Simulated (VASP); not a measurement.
VASP input:

**KPOINTS**
```
Automatic mesh
0
Gamma
18 18 18
0 0 0
```

**POSCAR**
```
TiN
1.0
  0.0000000000   2.1200000000   2.1200000000
  2.1200000000   0.0000000000   2.1200000000
  2.1200000000   2.1200000000   0.0000000000
Ti N
1 1
Cart
  0.0000000000   0.0000000000   0.0000000000
  2.1200000000   2.1200000000   2.1200000000
```

**INCAR**
```
ALGO = Normal
EDIFF = 1E-6
ENCUT = 400
GGA = PE
ISIF = 2
ISMEAR = -1
LASPH = .TRUE.
LCHARG = .FALSE.
LDAU = .TRUE.
LDAUJ = 0 0
LDAUL = 2 -1
LDAUTYPE = 2
LDAUU = 6.0 0
LMAXMIX = 4
LREAL = .FALSE.
LWAVE = .FALSE.
NELM = 100
PREC = Accurate
SIGMA = 0.1
SYSTEM = TiN
```

POTCAR, in this order: Ti_sv N (PBE.64 set). Program: vasp_std.

Q: Write an equivalent input for Quantum ESPRESSO's pw.x.

A: One equivalent input (not run):
```
&CONTROL
  calculation = 'scf'
  pseudo_dir = './pseudo'
  outdir = './out'
  tprnfor = .true.
  tstress = .true.
/
&SYSTEM
  ibrav = 0
  nat = 2
  ntyp = 2
  ecutwfc = 84
  occupations = 'smearing'
  smearing = 'fermi-dirac'
  degauss = 0.00735
  input_dft = 'pbe'
/
&ELECTRONS
  conv_thr = 7.3e-08
  electron_maxstep = 100
/
ATOMIC_SPECIES
  Ti 47.867 Ti.upf
  N 14.007 N.upf
CELL_PARAMETERS angstrom
     0.0000000    2.1200000    2.1200000
     2.1200000    0.0000000    2.1200000
     2.1200000    2.1200000    0.0000000
ATOMIC_POSITIONS crystal
  Ti   0.0000000  0.0000000  0.0000000
  N    0.5000000  0.5000000  0.5000000
K_POINTS automatic
  18 18 18 0 0 0
HUBBARD {ortho-atomic}
U Ti-3d 6
```
Limits of the translation: the potentials are each code's own (VASP's PAW set, PseudoDojo norm-conserving files in pw.x), so ENCUT and ecutwfc are chosen apart and not converted; conv_thr bounds pw.x's estimated SCF error, while EDIFF bounds the energy change between steps; the +U projectors differ (PAW spheres against orthogonalised atomic orbitals), so the same U acts differently.

The structure is a typed TiN crystal. The cell was not relaxed at this level. The run is one of a series of settings (LDAU = .TRUE., LDAUJ = 0 0, LDAUL = 2 -1, LDAUTYPE = 2, LDAUU = 6.0 0 against the base run), some of them coarse on purpose.
